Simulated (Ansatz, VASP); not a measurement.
## InSe: VASP beside Ansatz

Wanted: the spread between two codes on one cell, functional and k mesh. The cell is taken from a series of runs on this material, whose earlier steps may have relaxed, scaled, displaced or heated it; both programs get it as it stands.

Main program and level: Ansatz 0.2.0; plane waves, with VASP 6.6.1 beside it; r2SCAN.

### 1. The structure

The structure is trigonal, space group R3m (No. 160). Conventional cell: a = 4.045 Å, b = 4.045 Å, c = 26.026 Å, α = 90.00°, β = 90.00°, γ = 120.00°. Nearest to In lie 3 Se at 2.65 Å and 1 In at 2.80 Å. Nearest to Se lie 3 In at 2.65 Å. Nearest to Se lie 3 In at 2.65 Å. Farther neighbours and most contacts between anions are not listed.

Structure file:

```cif
data_structure
_symmetry_space_group_name_H-M 'P 1'
_symmetry_Int_Tables_number 1
_cell_length_a 8.9843
_cell_length_b 8.9843
_cell_length_c 8.9843
_cell_angle_alpha 26.022
_cell_angle_beta 26.022
_cell_angle_gamma 26.022
_cell_volume 122.95
loop_
_atom_site_label
_atom_site_type_symbol
_atom_site_fract_x
_atom_site_fract_y
_atom_site_fract_z
_atom_site_occupancy
In1 In 0.00191 0.00191 0.00191 1
In2 In 0.10942 0.10942 0.10942 1
Se3 Se 0.62029 0.62029 0.62029 1
Se4 Se 0.82438 0.82438 0.82438 1
```

### 2. Ansatz: single point, r2SCAN

Ansatz runs on its default PAW (the set named soft_2) files.

With cell and atoms fixed, the geometry can't cause a difference; cores, projectors, grids and the points listed under the comparison can.

Contents of input.yaml:

```yaml
crystal:
  lattice:
    - [2.0226939489, 1.1678028959, 8.6753663228]
    - [-2.0226939489, 1.1678028959, 8.6753663228]
    - [0.0, -2.3356057918, 8.6753663228]
  atoms:
    - { symbol: In, position: [0.0019069871, 0.0019069871, 0.0019069871] }
    - { symbol: In, position: [0.1094202754, 0.1094202754, 0.1094202754] }
    - { symbol: Se, position: [0.6202888209, 0.6202888209, 0.6202888209] }
    - { symbol: Se, position: [0.8243839166, 0.8243839166, 0.8243839166] }
kpoints:
  mp_grid: { grid: [6, 6, 6] }
  band_path:
    path:
      - [[0.0, 0.0, 0.0], [-0.5, -0.5, -0.5], [-0.5, -0.17914517, -0.82085483]]
      - [[-0.17914517, 0.17914517, -0.5], [0.0, 0.0, -0.5], [0.0, 0.0, 0.0], [0.0, 0.33957259, -0.33957259]]
      - [[-0.33957259, 0.0, -0.66042741], [-0.5, 0.0, -0.5], [0.0, 0.0, 0.0]]
    npoints: 10
hamiltonian:
  xc: r2scan
scf:
  occupations: { method: fermi_dirac, width: 0.02 }
  n_extra_bands: 5
output:
  eigenvalues: true
  write_density: true
  write_potential: true
  elf: true
  volumetric_format: npy
```

Started as:

```sh
ansatz run input.yaml --threads 3 --pin off --max-ram 92160MiB --backend cuda --events-out ev --progress --plain --runs-dir out --devices 1 --max-vram 13GiB
```

Numbers of over 12 decimals in the logs are rounded to 6 here.

The program printed:

```text
basis.fft_grid_basis auto: the FFT boxes are laid along the combinations [[1, -1, 0], [0, 1, 0], [0, -1, 1]] of the cell's own vectors, 4.045, 8.984 and 4.045 Å long. The dense box has 30×72×30 points. Along the cell's own vectors, as sized, it would have 72×72×72, 5.76 times as many. Of the 6 symmetry operations that the crystal satisfies within crystal.symmetry.tolerance (time reversal apart; of a slab, those that  [...]
scf.n_extra_bands = 5 over 29 filled bands (N_el = 58.0): the run solves 34 bands
GPUs: using 1 of 1 available (devices: 1).
Engine: ansatz 0.2.0, x86_64-unknown-linux-gnu
Pseudopotentials: kind: paw
Pseudopotential: In, paw, valence charge 13, recommended cutoff 500 eV (meta_gga), In.paw.azcp
Pseudopotential: Se, paw, valence charge 16, recommended cutoff 500 eV (meta_gga), Se.paw.azcp
Functional definition: r2SCAN
  parameter k0 = 0.174
  parameter k1 = 0.065
  parameter a1 = 4.9479
  exchange = r2scan_x(k0 = k0, k1 = k1, a1 = a1)
  correlation = r2scan_c
device memory: the entry about to start is reckoned to put 2.8 GiB on a device that reports 69.1 GiB free (of which the cap on the GPU budget leaves the run 13.0 GiB)
GPU FFT provider: cuFFT
GPU libraries: cuBLAS 13.8.2, cuFFT 12.4.0, cuSOLVER 12.3.4
Crystal: 4 atoms, lattice volume = 122.953 Å³
Basis set: ecut = 500 eV, 3175 PW (Γ), FFT grids on a1−a2, a2, −a2+a3, exchange–correlation on 120×288×120 points (64 copies of the dense FFT grid, shifted against one another)
Bands: 34, of which v1, the nominal top of the filled ones, is band 29 counted from 1 (28 counted from 0)
Symmetry: 6 space group operations
Space group: R3m (ITA 160), of the structure as read, at distance tolerance 5.0e-5 Å
k-points: 32 of 216 (time reversal used)
Non-local potential: In, projectors of the file, l = 0: 2, l = 1: 2, l = 2: 2, l = 3: 2
Non-local potential: Se, projectors of the file, l = 0: 2, l = 1: 2, l = 2: 3, l = 3: 1
PAW form: soft (Blöchl's): semilocal exchange-correlation on the pseudo side does not see the compensation charge
PAW frozen core: In, regenerated for the run's functional (the file was generated under x = pbe(κ = 0.804, μ = 0.219515), c = pbe(β = 0.066725))
PAW frozen core: Se, regenerated for the run's functional (the file was generated under x = pbe(κ = 0.804, μ = 0.219515), c = pbe(β = 0.066725))
PAW one-centre angular grid: In, 590 points (default); XC on 289 of its mesh's 2783 points in the sphere
PAW one-centre angular grid: Se, 590 points (default); XC on 160 Gauss nodes
Initial density: superposition of atomic densities (neutral atoms: chi_scale 0, normalization atom), corrected by the library's trained network
Initial wavefunctions: pseudopotential atomic-orbital guess
GPU buffer pool allocated for 64800 grid points (all kernels)
GPU transforms: local potential and band sums: pruned to the plane-wave sphere, on 30×72×30
Functional: x = r2scan, c = r2scan; τ floored in thin density (d = 2e-4 eV/Å³)
SCF iter   1: F=—  HF=-22182.599816 eV  |F-HF|=—  |Δ(HF+E_count)|=         —  Δρ=5.72e-3  dr2=3.56e-2  dr2_τ=1.51e-2  ethr=1.77e-3  ⟨swp⟩=7.1  Hψ=4928  notcnv=0
preconditioner: auto → Resta (q_TF=auto, 2.407 Å⁻¹)  ε∞=3.1  [insulator: Δε(μ)=0.893 eV  Ē_g=14.238 eV  σ=0.020 eV  W_gap=1.00  n_scr=30 (ndim 8)  ℏωp=20.6 eV  f_vac=0.127  D(μ)=0.00/eV (n_scr^D=0)  ε∞_Penn≈3.1]
SCF iter   2: F=—  HF=-22182.611710 eV  |F-HF|=—  |Δ(HF+E_count)|=   1.19e-2  Δρ=2.51e-3  dr2=5.81e-3  dr2_τ=2.29e-4  ethr=6.14e-5  ⟨swp⟩=4.0  Hψ=2573  notcnv=0
SCF iter   3: F=—  HF=-22182.611854 eV  |F-HF|=—  |Δ(HF+E_count)|=   1.45e-4  Δρ=6.57e-4  dr2=5.60e-4  dr2_τ=1.88e-5  ethr=1.00e-5  ⟨swp⟩=2.0  Hψ=1814  notcnv=0
SCF iter   4: F=—  HF=-22182.611998 eV  |F-HF|=—  |Δ(HF+E_count)|=   1.43e-4  Δρ=1.86e-4  dr2=5.46e-5  dr2_τ=1.84e-6  ethr=9.65e-7  ⟨swp⟩=3.0  Hψ=2016  notcnv=0
SCF iter   5: F=—  HF=-22182.612073 eV  |F-HF|=—  |Δ(HF+E_count)|=   7.57e-5  Δρ=5.20e-5  dr2=5.29e-6  dr2_τ=1.15e-7  ethr=9.41e-8  ⟨swp⟩=3.0  Hψ=2016  notcnv=0
SCF iter   6: F=—  HF=-22182.612075 eV  |F-HF|=—  |Δ(HF+E_count)|=   2.17e-6  Δρ=1.58e-5  dr2=6.87e-7  dr2_τ=9.28e-9  ethr=9.11e-9  ⟨swp⟩=2.5  Hψ=1626  notcnv=0
SCF iter   7: F=-22182.612076 eV  HF=-22182.612076 eV  |F-HF|=2.94e-8  |Δ(HF+E_count)|=   2.23e-7  Δρ=5.06e-6  dr2=3.95e-8  dr2_τ=2.84e-9  ethr=1.72e-10  ⟨swp⟩=4.3  Hψ=3287  notcnv=0
SCF 1 converged in 7 iterations: F = -22182.612076 eV  dr2 = 3.95e-8
  greatest PAW one-centre occupation: 1.000 electrons in one spin orbital (limit 2), on the Se atom at site 3 (counted from 0), in its partial waves of l = 2
device memory: the entry about to start is reckoned to put 2.4 GiB on a device that reports 64.0 GiB free (of which the cap on the GPU budget leaves the run 13.0 GiB)
NSCF: frozen V_eff on 73 k-points
SCF converged after 7 iterations
Free energy (F): -22182.612076 eV
Harris-Foulkes:  -22182.612076 eV  (|F-HF|=2.94e-8)
Internal energy: -22182.612076 eV  (E = F + TS)
E sigma→0 (E₀):  -22182.612076 eV
Fermi energy:    6.785348 eV
--- Per-component energies (eV) ---
  E_band       = -989.204696
  E_kinetic    = 722.180792
  E_local      = -8165.914985  (includes V_loc(G=0)·N_el)
  E_nonlocal   = -454.815437
  E_hartree    = 3760.418122
  E_xc         = -597.485113
  E_vxc        = -423.558023  (∫ρ·V_xc dr)
  E_paw        = -12219.771255  (= ΣΔE_a)
  E_vpaw       = -213.163051  (= ΣTr[D̂ρ^β])
  E_aug_tail   = -0.000401  (compensation charges beyond the density's cutoff)
  E_vtau       = 25.232543  (kinetic-family band-sum trace: ∫τ·v_τ [+ j·A + Jᵃ·Aᵃ] dr)
  E_ewald      = -5225.625351
  E_core_change = -1.598449  (= ΣΔE_core)
  E_smearing   = -0.000000  (= −TS)
  E_closure    = -0.000000  (closes the sum)
  Σ components = -22182.612076   (vs F -22182.612076, Δ=0.00e0)
--- Band table (eV; the first three rows and the last of 32) ---
  k-point 0: bands = [... 25 lower, 5.0756, 5.0935, 5.0935, 5.0977, 8.2030, 8.8958, 11.0293, 11.0293, ... 1 higher]
  k-point 1: bands = [... 25 lower, 4.4638, 4.7618, 4.8180, 5.4404, 8.7826, 9.4558, 10.4404, 11.2667, ... 1 higher]
  k-point 2: bands = [... 25 lower, 4.2303, 4.2665, 4.3120, 5.2458, 8.2858, 8.7523, 10.6602, 10.9885, ... 1 higher]
  k-point 31: bands = [... 25 lower, 4.9985, 5.1747, 5.1747, 6.3314, 7.2393, 8.9289, 10.9767, 10.9767, ... 1 higher]
```

Reading the cycles: dr2 is the Hartree energy of the density residual (eV), the measure of convergence; HF is the Harris–Foulkes estimate of the energy, which meets the free energy F at convergence.

### 3. VASP: single point, r2SCAN

The same cell, functional, mesh and smearing now go to VASP, with its own data sets.

Lines of VASP's logs that name or quote its potential files are left out, and so is its time.

Contents of INCAR:

```
SYSTEM = InSe
PREC = Accurate
ENCUT = 440
EDIFF = 1E-06
NELM = 120
ISMEAR = -1
SIGMA = 0.02
LREAL = .FALSE.
ALGO = Normal
METAGGA = R2SCAN
LASPH = .TRUE.
NBANDS = 25
LORBIT = 11
LWAVE = .FALSE.
LCHARG = .FALSE.
ISIF = 2
GGA_COMPAT = .FALSE.
EFERMI = MIDGAP
LMIXTAU = .TRUE.
KPAR = 2
```

Contents of POSCAR:

```
InSe
1.0
    2.0226939489      1.1678028959      8.6753663228
   -2.0226939489      1.1678028959      8.6753663228
    0.0000000000     -2.3356057918      8.6753663228
In Se
2 2
Direct
    0.0019069871      0.0019069871      0.0019069871
    0.1094202754      0.1094202754      0.1094202754
    0.6202888209      0.6202888209      0.6202888209
    0.8243839166      0.8243839166      0.8243839166
```

Contents of KPOINTS:

```
Automatic mesh
0
Gamma
6 6 6
0 0 0
```

Potentials, in the order of the species: In_d and Se (PBE family, release 64).

Started as:

```sh
mpirun -np 2 vasp_std
```

The program printed:

```text
[banner, memory and clock lines left out]
running    2 mpi-ranks, on    1 nodes
 distrk:  each k-point on    1 cores,    2 groups
 distr:  one band on    1 cores,    1 groups

 POSCAR found type information on POSCAR InSe
 POSCAR found :  2 types and       4 ions
|                                                                             |
|               ----> ADVICE to this user running VASP <----                  |
|                                                                             |
|     You enforced a specific xc type in the INCAR file but a different       |
|     [... a line on the potential file left out ...]
|     I HOPE YOU KNOW WHAT YOU ARE DOING!                                     |
|                                                                             |

 LDA part: xc-table for (None), standard interpolation
 POSCAR, INCAR and KPOINTS ok, starting setup
 FFT: planning ... GRIDC
 FFT: planning ... GRID_SOFT
 FFT: planning ... GRID
 WAVECAR not read
 entering main loop
       N       E                     dE             d eps       ncg     rms          rms(c)
DAV:   1     0.254066584359E+03    0.25407E+03   -0.16276E+04  1600   0.150E+03
DAV:   2    -0.480898739946E+02   -0.30216E+03   -0.29581E+03  1673   0.376E+02
DAV:   3    -0.824600134529E+02   -0.34370E+02   -0.33988E+02  2076   0.145E+02
DAV:   4    -0.837697228866E+02   -0.13097E+01   -0.13074E+01  1838   0.317E+01
DAV:   5    -0.838401781740E+02   -0.70455E-01   -0.70446E-01  2823   0.627E+00    0.842E+00
DAV:   6    -0.797615016395E+02    0.40787E+01   -0.35329E+00  2004   0.395E+01    0.477E+00
DAV:   7    -0.755125130025E+02    0.42490E+01   -0.11366E+00  1618   0.920E+00    0.177E+00
DAV:   8    -0.763467702885E+02   -0.83426E+00   -0.12459E+00  1632   0.892E+00    0.171E+00
DAV:   9    -0.763861749034E+02   -0.39405E-01   -0.10787E-01  1816   0.241E+00    0.788E-01
DAV:  10    -0.764497372596E+02   -0.63562E-01   -0.54209E-02  1708   0.265E+00    0.466E-01
DAV:  11    -0.764540437781E+02   -0.43065E-02   -0.11717E-02  1698   0.798E-01    0.404E-01
DAV:  12    -0.764597838356E+02   -0.57401E-02   -0.13674E-03  1815   0.306E-01    0.418E-01
DAV:  13    -0.764639091114E+02   -0.41253E-02   -0.37965E-03  1622   0.636E-01    0.214E-01
DAV:  14    -0.764735214432E+02   -0.96123E-02   -0.65935E-03  1716   0.889E-01    0.677E-02
[...]
DAV:  18    -0.764747976000E+02   -0.44709E-03   -0.19146E-04  1642   0.118E-01    0.851E-02
DAV:  19    -0.764749290106E+02   -0.13141E-03   -0.13214E-04  1698   0.816E-02    0.238E-01
DAV:  20    -0.764749856633E+02   -0.56653E-04   -0.92118E-05  1806   0.836E-02    0.113E-01
DAV:  21    -0.764749960660E+02   -0.10403E-04   -0.25503E-05  1640   0.376E-02    0.849E-02
DAV:  22    -0.764749983029E+02   -0.22369E-05   -0.11546E-05  1488   0.236E-02    0.615E-02
DAV:  23    -0.764749932242E+02    0.50787E-05   -0.39544E-06  1448   0.149E-02    0.459E-02
DAV:  24    -0.764750023382E+02   -0.91140E-05   -0.35850E-06  1386   0.170E-02    0.392E-02
DAV:  25    -0.764750027592E+02   -0.42095E-06   -0.54488E-07   874   0.573E-03
   1 F= -.76475003E+02 E0= -.76475003E+02  d E =-.150475E-11
```

Parts of OUTCAR (step 3):

```text
ion  position               nearest neighbor table
   1  0.002  0.002  0.002-   3 2.65   3 2.65   3 2.65   2 2.80
   2  0.109  0.109  0.109-   4 2.65   4 2.65   4 2.65   1 2.80
   3  0.620  0.620  0.620-   1 2.65   1 2.65   1 2.65
   4  0.824  0.824  0.824-   2 2.65   2 2.65   2 2.65

  LATTYP: Found a trigonal (rhomboedric) cell.
 ALAT       =     8.9842659828
 COS(alpha) =     0.8986263359

 Subroutine GETGRP returns: Found  6 space group operations
 (whereof  6 operations were pure point group operations)

The static configuration has the point symmetry C_3v.

 Found     32 irreducible k-points:

   k-points           NKPTS =     32   k-points in BZ     NKDIM =     32   number of bands    NBANDS=     25

   dimension x,y,z NGX =    64 NGY =   64 NGZ =   64
   dimension x,y,z NGXF=   128 NGYF=  128 NGZF=  128

   ENCUT  =  440.0 eV  32.34 Ry    5.69 a.u.  15.37 15.37 15.37*2*pi/ulx,y,z

   NELECT =      38.0000    total number of electrons

 k-points in reciprocal lattice and weights: Automatic mesh
   0.00000000  0.00000000  0.00000000       0.005
   0.16666667 -0.00000000  0.00000000       0.028
   0.33333333 -0.00000000 -0.00000000       0.028
   0.50000000 -0.00000000 -0.00000000       0.014
   0.16666667  0.16666667  0.00000000       0.028
   0.33333333  0.16666667 -0.00000000       0.056
   0.50000000  0.16666667 -0.00000000       0.056
  -0.33333333  0.16666667  0.00000000       0.056
  -0.16666667  0.16666667  0.00000000       0.028
[...]
-0.33333333  0.50000000  0.33333333       0.028
   0.50000000  0.50000000  0.50000000       0.005

 average (electrostatic) potential at core
       1-103.2927       2-103.2925       3 -58.9501       4 -58.9505

 E-fermi :   3.7593

 k-point     1 :       0.0000    0.0000    0.0000
  band No.  band energies     occupation
    ...
     15       2.0467      2.00000
     16       2.0467      2.00000
     17       2.0640      2.00000
     18       2.0640      2.00000
     19       2.0748      2.00000
     20       5.1721      0.00000
     21       5.8623      0.00000
     22       8.0016      0.00000
     23       8.0016      0.00000
     24       9.3001      0.00000
    ...

 k-point     2 :       0.1667   -0.0000    0.0000
  band No.  band energies     occupation
    ...
     15       0.7001      2.00000
     16       1.4366      2.00000
     17       1.7324      2.00000
     18       1.7883      2.00000
     19       2.4182      2.00000
     20       5.7556      0.00000
     21       6.4258      0.00000
     22       7.4110      0.00000
     23       8.2409      0.00000
     24       8.4301      0.00000
    ...

 k-point     3 :       0.3333   -0.0000   -0.0000
  band No.  band energies     occupation
    ...
     15      -0.3293      2.00000
     16       1.2062      2.00000
     17       1.2365      2.00000
     18       1.2821      2.00000
     19       2.2254      2.00000
     20       5.2573      0.00000
     21       5.7268      0.00000
     22       7.6313      0.00000
     23       7.9586      0.00000
     24       8.4106      0.00000
    ...

  Total        0.0266216      0.0266216      0.0465893      0.0000000     -0.0000000      0.0000000
  in kB        0.3469019      0.3469019      0.6070968      0.0000000     -0.0000000      0.0000000
  external PRESSURE =       0.4336335 kB  Pullay stress =       0.0000000 kB

  energy-cutoff  :      440.00
  volume of cell :      122.95
      direct lattice vectors                 reciprocal lattice vectors
     2.022693949  1.167802896  8.675366323     0.247195084  0.142718148  0.038422969
    -2.022693949  1.167802896  8.675366323    -0.247195084  0.142718148  0.038422969
     0.000000000 -2.335605792  8.675366323     0.000000000 -0.285436296  0.038422969

 POSITION                                       TOTAL-FORCE (eV/Angst)
 -----------------------------------------------------------------------------------
      0.00000      0.00000      0.04963         0.000000      0.000000      0.013043
      0.00000      0.00000      2.84778         0.000000     -0.000000     -0.011542
      0.00000      0.00000     16.14370         0.000000      0.000000     -0.019749
      0.00000      0.00000     21.45550         0.000000      0.000000      0.018248
 -----------------------------------------------------------------------------------
    total drift:                                0.000000     -0.000000     -0.000411

  FREE ENERGIE OF THE ION-ELECTRON SYSTEM (eV)
  ---------------------------------------------------
  free  energy   TOTEN  =       -76.4750027592 eV

  energy  without entropy=      -76.4750027592  energy(sigma->0) =      -76.47500276

 total charge
# of ion       s       p       d       tot
------------------------------------------
    1        0.847   0.689   9.884  11.421
    2        0.848   0.689   9.884  11.421
    3        1.466   2.387   0.022   3.875
    4        1.465   2.387   0.022   3.875
--------------------------------------------------
tot          4.626   6.153  19.813  30.591

[... 3 further parts left out ...]
```

The run ends at a pressure of 0.04 GPa, with forces up to 0.020 eV/Å.

### 4. Comparison

Known differences besides the potentials themselves: VASP keeps PBE cores, Ansatz makes them for the functional; the data sets hold 58 valence electrons in Ansatz (on its default PAW (the set named soft_2) files) and 38 in VASP; the cutoff is 500 eV in Ansatz and 440 eV in VASP. Total energies have different zeros and are not compared.

Both answers:

```
              quantity  Ansatz   VASP  difference
gap on the k mesh (eV)   0.908  0.899      +0.009
```

A gap on the mesh is an upper bound, since the band edges may lie between its points. VASP's last cycles still show a density residual of 4e-03, so its state may not be settled.

### 5. What came out

```json
{
 "difference in gap on the k mesh (single point, r2SCAN)": "0.0088 eV"
}
```

The difference in gap on the k mesh is 0.0088 eV (single point, r2SCAN), within the 0.08 eV picked in this series as the mark of a large difference. The data sets hold unlike numbers of valence electrons (58 in Ansatz and 38 in VASP), so part of the differences may come from the potentials. Such differences can come from data sets, numerical settings and the points named under the comparisons, not from the functional's error against experiment.

[Lines on the potential files, build, host, timing and source positions are cut from VASP's logs without a mark.]

[Logs are printed without paths, hosts, clocks, repeated set-up lines and the standing remarks that a program may print on its own settings, such as how far it seeks lower states.]

[Hosts, paths, dates, database ids (printed as entryN), source tags and the programs' standing remarks are cut or masked in the printed files.]
